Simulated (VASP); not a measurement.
Here is the system:

```xyz
3
Lattice="1.8556 -3.2141 0.0000 1.8556 3.2141 0.0000 0.0000 0.0000 4.9728" Properties=species:S:1:pos:R:3 pbc="T T T"
Pt     0.0000     0.0000     0.0000
Se     1.8556     1.0714     1.2551
Se     1.8556    -1.0714     3.7177
```

Method: AM05 GGA, VASP's PBE PAW potentials (set 64) (plane waves; VASP). Run with 520 eV cut-off, 9×9×6 Γ-centred mesh, first-order Methfessel-Paxton smearing of 0.10 eV, potentials Pt Se.

Without a dispersion term in the relaxation, distances and binding between the weakly bound layers, chains or molecules are unreliable, and so is what depends on them.

Question: The ions and cell shape at fixed volume are relaxed. What does this cell relax into?

Answer: 
```xyz
3
Lattice="1.8744 -3.2465 0.0000 1.8744 3.2465 0.0000 0.0000 0.0000 4.8741" Properties=species:S:1:pos:R:3 pbc="T T T"
Pt     0.0000     0.0000     0.0000
Se     1.8744     1.0822     1.2637
Se     1.8744    -1.0822     3.6104
```
Space group P-3m1 (164), at a tolerance of 0.03 Å.

Question: How much energy does the relaxation gain?

Answer: The energy (σ→0) changes by -6.1 meV/atom, in 6 ionic steps.

The compound is PtSe2 in the 1T layered structure. This cell is one point of a volume scan, at 0.97 of the reference volume. Symmetry was kept, so distortions that lower it aren't found.
